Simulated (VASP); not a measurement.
# Mn2C (I4/mmm) in VASP: relaxation of cell and atoms with PBE

Aim: the relaxation of cell and atoms of Mn2C with PBE.

Everything below comes from runs of VASP 6.6.1. Logs are shortened: lines on timing, memory, paths and dates and some standing lists are left out, and cuts for length are marked.

## (1) The structure

The structure is tetragonal, space group I4/mmm (No. 139). Conventional cell: a = 3.888 Å, b = 3.888 Å, c = 5.460 Å, α = 90.00°, β = 90.00°, γ = 90.00°. Around Mn (site symmetry -4m2) lie 4 C at 2.38 Å and 2 Mn at 2.73 Å. Around C (site symmetry 4/mmm) lie 8 Mn at 2.38 Å.

The cell was built by a generator and needn't be a form met in nature.

## (2) Relaxation of cell and atoms, PBE, collinear spin, ferromagnetic start

The input, INCAR:

```
SYSTEM = Mn2C
ALGO = Fast ; EDIFF = 1E-4
EDIFFG = -0.08 ; ENCUT = 520
GGA = PE ; IBRION = 2
ISIF = 3 ; ISMEAR = 0
ISPIN = 2 ; LASPH = .True.
LCHARG = .False. ; LMAXMIX = 4
LORBIT = 11 ; LREAL = .False.
LWAVE = .False. ; MAGMOM = 4 4 0
NELM = 60 ; NSW = 24
PREC = Normal ; SIGMA = 0.15
```

The input, KPOINTS:

```
k-points
0
Gamma
  7 7 7
  0 0 0
```

The input, POSCAR:

```
Mn2C
1.0
   -1.9441153400      1.9441153400      2.7300167500
    1.9441153400     -1.9441153400      2.7300167500
    1.9441153400      1.9441153400     -2.7300167500
Mn C
2 1
Direct
    0.7500000000      0.2500000000      0.5000000000
    0.2500000000      0.7500000000      0.5000000000
    0.5000000000      0.5000000000      0.0000000000
```

Potentials or basis: VASP PAW PBE potentials, release 64 (Mn_pv, C).

Command:

```console
cat potpaw_PBE.64/Mn_pv/POTCAR potpaw_PBE.64/C/POTCAR > POTCAR
mpirun -np 1 vasp_std > vasp.out
```

OUTCAR:

```text
SYSTEM = Mn2C
   EDIFF = 1E-4
   EDIFFG = -0.08
   ENCUT = 520
   GGA = PE
   IBRION = 2
   ISIF = 3
   ISMEAR = 0
   ISPIN = 2
   LASPH = .True.
   LORBIT = 11
   LREAL = .False.
   NELM = 60
   NSW = 24
   PREC = Normal

 ion  position               nearest neighbor table
   1  0.750  0.250  0.500-   3 2.38   3 2.38   3 2.38   3 2.38   2 2.73   2 2.73   2 2.75   2 2.75
                             2 2.75   2 2.75
   2  0.250  0.750  0.500-   3 2.38   3 2.38   3 2.38   3 2.38   1 2.73   1 2.73   1 2.75   1 2.75
                             1 2.75   1 2.75
   3  0.500  0.500  0.000-   2 2.38   1 2.38   1 2.38   2 2.38   1 2.38   2 2.38   2 2.38   1 2.38

  LATTYP: Found a body centered tetragonal cell.
 ALAT       =     3.8882306800
 C/A-ratio  =     1.4042462882

  Lattice vectors:

 A1 = (  -1.9441153400,   1.9441153400,   2.7300167500)
 A2 = (   1.9441153400,  -1.9441153400,   2.7300167500)
 A3 = (   1.9441153400,   1.9441153400,  -2.7300167500)

Analysis of symmetry for initial positions (statically):
=====================================================================
 Subroutine PRICEL returns:
 Original cell was already a primitive cell.

 Routine SETGRP: Setting up the symmetry group for a
 body centered tetragonal supercell.

 Subroutine GETGRP returns: Found 16 space group operations
 (whereof 16 operations were pure point group operations)
 out of a pool of 16 trial point group operations.

The static configuration has the point symmetry D_4h.

Analysis of symmetry for dynamics (positions and initial velocities):
=====================================================================
 Subroutine PRICEL returns:
 Original cell was already a primitive cell.

 Routine SETGRP: Setting up the symmetry group for a
 body centered tetragonal supercell.

 Subroutine GETGRP returns: Found 16 space group operations
 (whereof 16 operations were pure point group operations)
 out of a pool of 16 trial point group operations.

The dynamic configuration has the point symmetry D_4h.

Analysis of structural, dynamic, and magnetic symmetry:
=====================================================================
 Subroutine PRICEL returns:
 Original cell was already a primitive cell.

 Routine SETGRP: Setting up the symmetry group for a
 body centered tetragonal supercell.

 Subroutine GETGRP returns: Found 16 space group operations
 (whereof 16 operations were pure point group operations)
 out of a pool of 16 trial point group operations.

The overall configuration has the point symmetry D_4h.

 Subroutine INISYM returns: Found 16 space group operations
 (whereof 16 operations are pure point group operations),
 and found     1 'primitive' translations

----------------------------------------------------------------------------------------

                                     Primitive cell

  volume of cell :      41.2733

  direct lattice vectors                    reciprocal lattice vectors
    -1.944115340  1.944115340  2.730016750     0.000000000  0.257186387  0.183149059
     1.944115340 -1.944115340  2.730016750     0.257186387  0.000000000  0.183149059
     1.944115340  1.944115340 -2.730016750     0.257186387  0.257186387  0.000000000

  length of vectors
     3.874552925  3.874552925  3.874552925     0.315734723  0.315734723  0.363716476

  position of ions in fractional coordinates (direct lattice)
     0.750000000  0.250000000  0.500000000
     0.250000000  0.750000000  0.500000000
     0.500000000  0.500000000  0.000000000

  ion indices of the primitive-cell ions
   primitive index   ion index
                 1           1
                 2           2
                 3           3

----------------------------------------------------------------------------------------

 KPOINTS: k-points

Automatic generation of k-mesh.
 Grid dimensions read from file:
 generate k-points for:    7    7    7

 Generating k-lattice:

  Cartesian coordinates                     Fractional coordinates (reciprocal lattice)
     0.000000000  0.036740912  0.026164151     0.142857143  0.000000000  0.000000000
     0.036740912  0.000000000  0.026164151     0.000000000  0.142857143  0.000000000
     0.036740912  0.036740912  0.000000000     0.000000000  0.000000000  0.142857143

  Length of vectors
     0.045104960  0.045104960  0.051959497

  Shift w.r.t. Gamma in fractional coordinates (k-lattice)
     0.000000000  0.000000000  0.000000000

 Subroutine IBZKPT returns following result:
 ===========================================

 Found     40 irreducible k-points:

 Following reciprocal coordinates:
            Coordinates               Weight
  0.000000  0.000000  0.000000      1.000000
  0.142857 -0.000000  0.000000      8.000000
  0.285714 -0.000000  0.000000      8.000000
  0.428571 -0.000000  0.000000      8.000000
  0.142857  0.142857  0.000000      8.000000
  0.285714  0.142857  0.000000     16.000000
[... 16 lines left out ...]
 -0.142857  0.285714  0.142857      8.000000
 -0.428571  0.428571  0.142857      8.000000
 [... further k-points ...]
   k-points           NKPTS =     40   k-points in BZ     NKDIM =     40   number of bands    NBANDS=     23
   number of dos      NEDOS =    301   number of ions     NIONS =      3
   total plane-waves  NPLWV =  13824
   dimension x,y,z NGX =    24 NGY =   24 NGZ =   24
   dimension x,y,z NGXF=    48 NGYF=   48 NGZF=   48
   ions per type =               2   1
   NGX,Y,Z   is equivalent  to a cutoff of  10.30, 10.30, 10.30 a.u.
   NGXF,Y,Z  is equivalent  to a cutoff of  20.60, 20.60, 20.60 a.u.
 SYSTEM =  Mn2C
   PREC   = normal    normal or accurate (medium, high low for compatibility)
   ISTART =      0    job   : 0-new  1-cont  2-samecut
   ICHARG =      2    charge: 1-file 2-atom 10-const
   ISPIN  =      2    spin polarized calculation?
   LNONCOLLINEAR =      F non collinear calculations
   LSORBIT =      F    spin-orbit coupling
   LASPH  =      T    aspherical Exc in radial PAW
   ENCUT  =  520.0 eV  38.22 Ry    6.18 a.u.   7.20  7.20  7.20*2*pi/ulx,y,z
   NELM   =     60;   NELMIN=  2; NELMDL= -5     # of ELM steps
   EDIFF  = 0.1E-03   stopping-criterion for ELM
   LREAL  =      F    real-space projection
   EDIFFG = -.8E-01   stopping-criterion for IOM
   NSW    =     24    number of steps for IOM
   IBRION =      2    ionic relax: 0-MD 1-quasi-New 2-CG
   NFREE  =      1    steps in history (QN), initial steepest desc. (CG)
   ISIF   =      3    stress and relaxation
   ISYM   =      2    0-nonsym 1-usesym 2-fastsym
   POTIM  = 0.5000    time-step for ionic-motion
   TEBEG  =    0.0;   TEEND  =   0.0 temperature during run
   PSTRESS=    0.0 pullay stress
   NELECT =      30.0000    total number of electrons
   NUPDOWN=      -1.0000    fix difference up-down
   EMIN   =  10.00;   EMAX   =-10.00  energy-range for DOS
   EFERMI =   0.00;   METHOD = LEGACY
   ISMEAR =     0;   SIGMA  =   0.15  broadening in eV -4-tet -1-fermi 0-gaus
   EFERMI_NEDOS =   21; number of points for ismear=-14 and -15
   IALGO  =     68    algorithm
   IMIX   =      4    mixing-type and parameters
     AMIX     =   0.40;   BMIX     =  1.00
     AMIX_MAG =   1.60;   BMIX_MAG =  1.00
  volume/ion in A,a.u.               =      13.76        92.84
  Fermi-wavevector in a.u.,A,eV,Ry     =   1.471947  2.781576 29.478757  2.166628
  Thomas-Fermi vector in A             =   2.587021
   LORBIT       =     11    0 simple, 1 ext, 2 COOP (PROOUT), +10 PAW based schemes
   GGA     = PE    functional components
   LHFCALC =     F    Hartree Fock is set to
   AEXX    =    0.0000 exact exchange contribution
   IVDW    =     0    specifies the selected vdW correction
   LEPSILON=     F    determine dielectric tensor
   LRPA    =     F    only Hartree local field effects (RPA)
 conjugate gradient relaxation of ions
 spin polarized calculation
 RMM-DIIS sequential band-by-band and
 Gauss-broadening in eV      SIGMA  =   0.15
  energy-cutoff  :      520.00
  volume of cell :       41.27
 maximum number of plane-waves:      1122
   NGX = 15   NGY = 15   NGZ = 15

--------------------------------------- Ionic step        1  -------------------------------------------

 number of electron      29.9999952 magnetization       5.4861717

 Free energy of the ion-electron system (eV)
  ---------------------------------------------------
  ext. energy  EPLUGINS =         0.00000000
  ---------------------------------------------------
  free energy    TOTEN  =       -24.89164432 eV

  energy without entropy =      -24.86885457  energy(sigma->0) =      -24.88024945

------------------------ aborting loop because EDIFF is reached ----------------------------------------

  FORCE on cell =-STRESS in cart. coord.  units (eV):
  Direction    XX          YY          ZZ          XY          YZ          ZX
  --------------------------------------------------------------------------------------
  -------------------------------------------------------------------------------------
  Total       -9.2420180     -9.2420180     -8.9239049      0.0000000      0.0000000      0.0000000
  in kB     -358.7633213   -358.7633213   -346.4145778      0.0000000      0.0000000      0.0000000
  external PRESSURE =    -354.6470735 kB  Pullay stress =       0.0000000 kB
[... 61 lines left out ...]
  energy  without entropy=      -26.1677402471  energy(sigma->0) =      -26.18603266

--------------------------------------- Ionic step        3  -------------------------------------------

 number of electron      30.0000021 magnetization      -0.0029056

 E-fermi :   9.7014     XC(G=0): -13.3505

 val. band max:        9.6259484747   @ k =  -0.2857   0.1429  -0.0000
 cond. band min:       9.7179194715   @ k =   0.2857   0.2857   0.0000
 fundamental gap:      0.0919709968
 Fermi energy:         9.7013989241

 spin component 1

 k-point     1 :       0.0000    0.0000    0.0000
  band No.  band energies     occupation
      1     -38.5833      1.00000
      2     -38.5758      1.00000
      3     -38.5758      1.00000
      4     -38.2305      1.00000
      5     -38.2305      1.00000
      6     -38.2244      1.00000
[... 1425 lines left out ...]
  energy  without entropy=      -26.2936400329  energy(sigma->0) =      -26.31516486

--------------------------------------- Ionic step        8  -------------------------------------------

 number of electron      29.9999991 magnetization      -0.0000156

 Free energy of the ion-electron system (eV)
  ---------------------------------------------------
  ext. energy  EPLUGINS =         0.00000000
  ---------------------------------------------------
  free energy    TOTEN  =       -26.35502752 eV

  energy without entropy =      -26.31406306  energy(sigma->0) =      -26.33454529

 E-fermi :  10.5987     XC(G=0): -13.7210

 val. band max:       10.5303455026   @ k =  -0.2857   0.1429  -0.0000
 cond. band min:      10.6148285154   @ k =   0.2857   0.2857   0.0000
 fundamental gap:      0.0844830128
 Fermi energy:        10.5987090523

 spin component 1

 k-point     1 :       0.0000    0.0000    0.0000
  band No.  band energies     occupation
      1     -37.7647      1.00000
      2     -37.7602      1.00000
      3     -37.7602      1.00000
      4     -37.3360      1.00000
      5     -37.3360      1.00000
      6     -37.3322      1.00000
[... 1273 lines left out ...]
  FREE ENERGIE OF THE ION-ELECTRON SYSTEM (eV)
  ---------------------------------------------------
  free  energy   TOTEN  =       -26.3550275216 eV

  energy  without entropy=      -26.3140630628  energy(sigma->0) =      -26.33454529

 reached required accuracy - stopping structural energy minimisation

 total charge

# of ion       s       p       d       tot
------------------------------------------
    1        0.363   6.403   5.333  12.099
    2        0.363   6.403   5.333  12.099
    3        0.843   1.526   0.000   2.368
--------------------------------------------------
tot          1.569  14.332  10.666  26.567

 magnetization (x)

# of ion       s       p       d       tot
------------------------------------------
    1       -0.000  -0.000  -0.000  -0.000
    2       -0.000  -0.000  -0.000  -0.000
    3        0.000   0.000   0.000   0.000
--------------------------------------------------
tot         -0.000  -0.000  -0.000  -0.000
```

Wall time 2.6 min (1 thread of Intel Xeon Platinum 8488C (Sapphire Rapids), shared host); peak memory 0.19 GiB.

Results:

- Free energy: -26.3550 eV
- Relaxed volume: 9.18 Å³/atom
- Relaxed cell: a = 3.388 Å, b = 3.388 Å, c = 3.388 Å, α = 119.95°, β = 119.95°, γ = 90.08°
- Space group after relaxing (to 0.05 Å): Fm-3m (No. 225)
- Energy gained by relaxing: 487.8 meV/atom
- Ionic steps: 8
- Pressure after relaxing: -0.5 GPa
- Band gap on the k mesh: none (metal or under the smearing width)
- Net moment: 0.00 μB per cell
- Valence electrons inside the program's atomic spheres: Mn 12.10; C 2.37

Stress tensor (GPa, compression positive):
```
-0.68  0.00  0.00
 0.00 -0.68  0.00
 0.00  0.00 -0.28
```

The path:
```
step  energy change (eV)  largest force (eV/Å)  pressure (GPa)  volume (Å³)
   1              0.0000                0.0000          -35.46        41.27
   2             -1.3127                0.0000           26.35        25.62
   3             -1.3647                0.0000          -16.96        29.37
   4             -1.4626                0.0000           -2.05        27.74
   5             -1.4632                0.0000           -1.25        27.50
   6             -1.4573                0.0000            5.29        27.16
   7             -1.4450                0.0000           -5.99        28.33
   8             -1.4634                0.0000           -0.55        27.53
```

Final structure:
```cif
data_structure
_symmetry_space_group_name_H-M 'P 1'
_symmetry_Int_Tables_number 1
_cell_length_a 3.3885
_cell_length_b 3.3885
_cell_length_c 3.3885
_cell_angle_alpha 119.952
_cell_angle_beta 119.952
_cell_angle_gamma 90.083
_cell_volume 27.53
loop_
_atom_site_label
_atom_site_type_symbol
_atom_site_fract_x
_atom_site_fract_y
_atom_site_fract_z
_atom_site_occupancy
Mn1 Mn 0.75000 0.25000 0.50000 1
Mn2 Mn 0.25000 0.75000 0.50000 1
C1 C 0.50000 0.50000 0.00000 1
```

Levels at points of the mesh, in eV from the Fermi level:
Spin up:
| k point | band 12 | band 13 | band 14 | band 15 | band 16 | band 17 | band 18 | band 19 |
| --- | --- | --- | --- | --- | --- | --- | --- | --- |
| (0.00, 0.00, 0.00) | -3.64 | 0.97 | 0.98 | 0.98 | 2.21 | 2.22 | 2.63 | 4.50 |
Spin down:
```tsv
k point	band 13	band 14	band 15	band 16	band 17	band 18
(0.00, 0.00, 0.00)	0.97	0.98	0.98	2.21	2.22	2.63
```

Caveat: the starting moments collapsed, and a magnetic state may lie lower; the volume moved by over 15 % at a fixed basis, so the end points are rough; the relaxation stopped at a loose force limit of 0.08 eV/Å, so its end isn't a converged minimum.
